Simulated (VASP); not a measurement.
Consider the following.

```xyz
5
Lattice="4.0634 0.0000 0.0000 0.0000 4.0634 0.0000 0.0000 0.0000 4.0634" Properties=species:S:1:pos:R:3 pbc="T T T"
K      0.0000     0.0000     0.0000
Mg     2.0317     2.0317     2.0317
F      2.0317     0.0000     2.0317
F      0.0000     2.0317     2.0317
F      2.0317     2.0317     0.0000
```

Level of theory: PBEsol GGA, VASP's PBE PAW potentials (set 64) (plane waves; VASP). Settings: 520 eV cut-off, 6×6×6 Γ-centred mesh, Gaussian smearing of 0.050 eV, potentials K_sv Mg F.

**Question.** Give the stress tensor in GPa (positive for a compressed cell).

**Answer.** 
```
-3.83   0.00   0.00
 0.00  -3.83   0.00
 0.00   0.00  -3.83
```
The pressure is its mean diagonal, -3.83 GPa.

The compound is KMgF3 in the cubic perovskite structure. This cell is one point of a volume scan, at 1.06 of the reference volume.
